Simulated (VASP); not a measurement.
OSZICAR of a VASP run on Te (trig):

OSZICAR:
```
       N       E                     dE             d eps       ncg     rms          rms(c)
DAV:   1     0.779241645165E+02    0.77924E+02   -0.65675E+03   624   0.109E+03
DAV:   2    -0.514756378919E+01   -0.83072E+02   -0.79980E+02   865   0.155E+02
DAV:   3    -0.105004843559E+02   -0.53529E+01   -0.52916E+01   779   0.449E+01
DAV:   4    -0.105934381909E+02   -0.92954E-01   -0.92900E-01   757   0.709E+00
DAV:   5    -0.105949752950E+02   -0.15371E-02   -0.15371E-02   777   0.902E-01    0.134E+01
DAV:   6    -0.105759803226E+02    0.18995E-01   -0.14178E-02   664   0.800E-01    0.840E+00
DAV:   7    -0.105700194098E+02    0.59609E-02   -0.29765E-02   654   0.112E+00    0.283E-01
DAV:   8    -0.105694335254E+02    0.58588E-03   -0.49762E-03   639   0.457E-01    0.122E-01
DAV:   9    -0.105694518407E+02   -0.18315E-04   -0.14999E-04   793   0.952E-02    0.745E-02
DAV:  10    -0.105694529882E+02   -0.11475E-05   -0.14354E-05   773   0.274E-02    0.107E-02
DAV:  11    -0.105694512046E+02    0.17836E-05   -0.42730E-06   664   0.137E-02    0.282E-03
DAV:  12    -0.105694512295E+02   -0.24900E-07   -0.33403E-07   342   0.413E-03
   1 F= -.10569451E+02 E0= -.10568917E+02  d E =-.105695E+02
       N       E                     dE             d eps       ncg     rms          rms(c)
DAV:   1    -0.105695448957E+02   -0.93691E-04   -0.30115E-03   624   0.315E-01    0.411E-02
DAV:   2    -0.105695519905E+02   -0.70948E-05   -0.13014E-04   714   0.733E-02    0.974E-03
DAV:   3    -0.105695496321E+02    0.23583E-05   -0.33734E-06   637   0.125E-02    0.685E-03
DAV:   4    -0.105695489081E+02    0.72397E-06   -0.10505E-06   317   0.602E-03
   2 F= -.10569549E+02 E0= -.10569016E+02  d E =-.976786E-04
```

Q: Which electronic solver shows in the log?

A: It is blocked Davidson (ALGO = Normal, or the opening steps of other solvers). The INCAR had ALGO = Normal.

Q: Can the final energy be trusted as converged?

A: The calculation finished and met its thresholds. It stopped with EDIFF = 1E-6, NELM = 100, NSW = 40 and EDIFFG = -0.02 after 2 ionic steps (PBEsol GGA, plane waves, VASP's PBE PAW potentials (set 64)).

The compound is Te in the trig structure. This run relaxes it. Symmetry was kept, so distortions that lower it aren't found.
